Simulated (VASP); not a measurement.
Computed with r2SCAN meta-GGA, VASP's PBE PAW potentials (set 64) (plane waves; VASP 6.6.1).

Input for VASP

KPOINTS:
```
Regular mesh
0
Gamma
6 6 1
```

File POSCAR:
```
MgS(100) slab
1
    3.6719786496     0.0000000000     0.0000000000
    0.0000000000     3.6719786496     0.0000000000
    0.0000000000     0.0000000000    25.3656239195
Mg S
4 4
Direct
  1.0000000000   0.5000000000   0.3510561560
  0.5000000000   1.0000000000   0.4457896819
  1.0000000000   0.5000000000   0.5542103181
  0.5000000000   0.0000000000   0.6489438440
  1.0000000000   0.5000000000   0.4498384765
  0.5000000000   1.0000000000   0.3429906312
  0.0000000000   0.5000000000   0.6570093688
  0.5000000000   1.0000000000   0.5501615235
```

INCAR:
```
# general
SYSTEM  = MgS(100) slab
PREC    = Normal
ENCUT   = 400
LREAL   = .FALSE.   # projection in real space or not
LASPH   = .TRUE.   # aspherical one-centre terms

# electronic loop
EDIFF   = 1E-6   # SCF stop (eV)
NELM    = 100   # most electronic steps
NELMIN  = 4
ALGO    = Normal   # blocked Davidson
LMIXTAU = .TRUE.

# smearing
ISMEAR  = 0   # Gaussian
SIGMA   = 0.05

# functional
METAGGA = R2SCAN

# output
LWAVE   = .FALSE.
LCHARG  = .FALSE.
LORBIT  = 11
LVHAR   = .TRUE.

# other
LDIPOL  = .TRUE.
IDIPOL  = 3
DIPOL   = 0.5 0.5 0.5
```

POTCAR, in this order: Mg S (PBE.64 set). Program: vasp_std. Read from the step before: WAVECAR.

### Question
Estimate the energy per atom (σ→0).

### Answer

```
Property                       Result
---------------------  --------------
energy per atom (σ→0)  -7.651 eV/atom
```

OSZICAR:
```
...
DAV:   2    -0.612066361394E+02    0.23698E-05   -0.18054E-06   340   0.103E-02    0.247E-03
DAV:   3    -0.612066387917E+02   -0.26523E-05   -0.11298E-06   270   0.906E-03    0.643E-04
DAV:   4    -0.612066355386E+02    0.32532E-05   -0.94617E-07   268   0.100E-02    0.477E-04
DAV:   5    -0.612066386929E+02   -0.31543E-05   -0.57907E-07   260   0.824E-03    0.532E-04
DAV:   6    -0.612066404828E+02   -0.17899E-05   -0.25329E-07   260   0.599E-03    0.344E-04
DAV:   7    -0.612066389833E+02    0.14995E-05   -0.26907E-07   260   0.553E-03    0.310E-04
DAV:   8    -0.612066388991E+02    0.84192E-07   -0.16808E-07   260   0.446E-03
   1 F= -.61206639E+02 E0= -.61206639E+02  d E =-.361333E-14
```

The cell is a thin slab with vacuum, built from MgS (rock salt): (100) face.
